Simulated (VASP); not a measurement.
Here is the system:

```yaml
crystal:
  lattice:
    - [0.00000, 2.93291, 2.93291]
    - [2.93291, 0.00000, 2.93291]
    - [2.93291, 2.93291, 0.00000]
  atoms:
    - { symbol: Mg, position: [0.00000, 0.00000, 0.00000] }
    - { symbol: Se, position: [0.25000, 0.25000, 0.25000] }
```

Computed with LDA (Ceperley-Alder, Perdew-Zunger), VASP's LDA PAW potentials (set 64) (plane waves; VASP 6.6.1). Numerical set-up: 530 eV cut-off, 7×7×7 Γ-centred mesh, Gaussian smearing of 0.050 eV, potentials Mg Se.

### Question
Give the elastic stiffness tensor with the ions relaxed (GPa, in the frame of the cell).

### Answer

```json
[
 {"": "xx", "xx": "62.7", "yy": "46.0", "zz": "46.0", "yz": "0.0", "xz": "0.0", "xy": "0.0"},
 {"": "yy", "xx": "46.0", "yy": "62.7", "zz": "46.0", "yz": "0.0", "xz": "0.0", "xy": "0.0"},
 {"": "zz", "xx": "46.0", "yy": "46.0", "zz": "62.7", "yz": "0.0", "xz": "0.0", "xy": "0.0"},
 {"": "yz", "xx": "0.0", "yy": "0.0", "zz": "0.0", "yz": "23.0", "xz": "0.0", "xy": "0.0"},
 {"": "xz", "xx": "0.0", "yy": "0.0", "zz": "0.0", "yz": "0.0", "xz": "23.0", "xy": "0.0"},
 {"": "xy", "xx": "0.0", "yy": "0.0", "zz": "0.0", "yz": "0.0", "xz": "0.0", "xy": "23.0"}
]
```

### Question
Estimate the Hill bulk modulus, Hill shear modulus, Young's modulus, Poisson's ratio.

### Answer

- Hill bulk modulus: 51.6 GPa
- Hill shear modulus: 15.3 GPa
- Young's modulus: 41.8 GPa
- Poisson's ratio: 0.365

The structure comes from a computed database's MgSe entry (F-43m); how it stands against other phases isn't given here. It was relaxed first.
